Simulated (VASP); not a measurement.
Consider the following.

```yaml
crystal:
  lattice:
    - [1.37731, -2.37192, 0.00000]
    - [1.35366, 2.35827, 0.00000]
    - [0.00000, 0.00000, 4.30623]
  atoms:
    - { symbol: Os, position: [0.33219, 0.66554, 0.25000] }
    - { symbol: Os, position: [0.66781, 0.33446, 0.75000] }
```

Method: PBEsol GGA, VASP's PBE PAW potentials (set 64) (plane waves; VASP). Settings: 480 eV cut-off, 14×14×8 Γ-centred mesh, first-order Methfessel-Paxton smearing of 0.10 eV, potentials Os.

Task: Give the stress tensor in GPa (positive for a compressed cell).

Result: 
```
0.07  2.25  0.00
2.25  0.13  0.00
0.00  0.00  0.03
```
The pressure is its mean diagonal, 0.08 GPa.

The compound is Os in the hcp structure. This cell was strained or had an atom moved on purpose. Symmetry was kept, so distortions that lower it aren't found.
